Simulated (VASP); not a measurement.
**GaBi (relaxed from the NiAs type structure, space group P6_3/mmc): computed properties**

Method: PBEsol GGA, VASP's PBE PAW potentials (set 64) (plane waves; VASP 6.6.1).

```yaml
space_group: P6_3/mmc (194)
cell: a = b = 4.1651 Å, c = 6.8644 Å, α = β = 90.00°, γ = 120.00°
volume_per_atom: 25.78 Å³/atom
band gap (over mesh and band path): none (metal, semimetal or under 0.01 eV)
density: 8.98 g/cm³
```

```
CELL_PARAMETERS angstrom
      4.16509     0.00000     0.00000
     -2.08254     3.60707     0.00000
      0.00000     0.00000     6.86437
ATOMIC_POSITIONS crystal
  Ga 0.00000 0.00000 0.00000
  Ga 0.00000 0.00000 0.50000
  Bi 0.33333 0.66667 0.25000
  Bi 0.66667 0.33333 0.75000
```

Unless said otherwise, spin-orbit coupling is left out, though it shifts the bands of the heavy elements here.

The structure was generated: GaBi was put into the NiAs type type (P6_3/mmc), which need not be its known phase. It was relaxed first, which changed the volume by +8 %. Symmetry was kept, so distortions that lower it aren't found.
